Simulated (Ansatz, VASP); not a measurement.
**NbAl2N3: VASP beside Ansatz**

```
Al Nb N
1.0
     3.08186    0.00000    0.00000
    -1.54093    2.66897    0.00000
     0.00000    0.00000    8.18744
Al Nb N
2 1 3
Direct
  0.33333 0.66667 0.36792
  0.66667 0.33333 0.63208
  0.00000 0.00000 0.00000
  0.33333 0.66667 0.14984
  0.66667 0.33333 0.85016
  0.00000 0.00000 0.50000
```

Alike in both runs: functional PBE; k mesh 4 × 4 × 2; occupations gaussian, width 0.15 eV; no spin polarisation.

Ansatz relaxed the structure, and its values are those at the end. VASP's run is a single point on that final structure, the one shown.

|  | VASP | Ansatz |
| --- | --- | --- |
| version | VASP 6.6.1 | Ansatz 0.2.0 |
| potentials or method | VASP PAW PBE potentials, release 64 (Al, Nb_sv, N) | scalar-relativistic, plane waves, PAW |
| plane-wave cutoff (eV) | 520 | 420 |
| valence electrons in the cell | 34 | 34 |

|  | VASP | Ansatz | Ansatz less VASP |
| --- | --- | --- | --- |
| gap on the k mesh at the Fermi level (eV) | none | none | - |
| pressure (GPa) | -0.3 | 0.0 | +0.30 |
| rms of the force components (eV/Å) | 0.020 | 0.011 | -0.0085 |

A gap of «none» marks a metal or a gap that the smearing closes.

Caveats: the k mesh is coarse (spacing up to 0.59 Å⁻¹), so the values aren't converged.
